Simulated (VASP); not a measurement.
Here is the system:

```
Mg
1.0
    1.59017    -2.75426     0.00000
    1.59017     2.75426     0.00000
    0.00000     0.00000     5.09218
Mg
2
Direct
  0.33333   0.66667   0.25000
  0.66667   0.33333   0.75000
```

The numbers are results of r2SCAN+rVV10, VASP's PBE PAW potentials (set 64) (plane waves; VASP), not measurements. Settings: 520 eV cut-off, 15×15×8 Γ-centred mesh, tetrahedra with Blöchl corrections, potentials Mg.

Task: Estimate the energy per atom (σ→0), band gap (over mesh and band path) with the smallest direct gap where there is one.

Result: 
```yaml
band gap (over mesh and band path): none (metal, semimetal or under 0.01 eV)
energy per atom (σ→0): -4.029 eV/atom
```

The compound is Mg in the hcp structure. It was relaxed first.
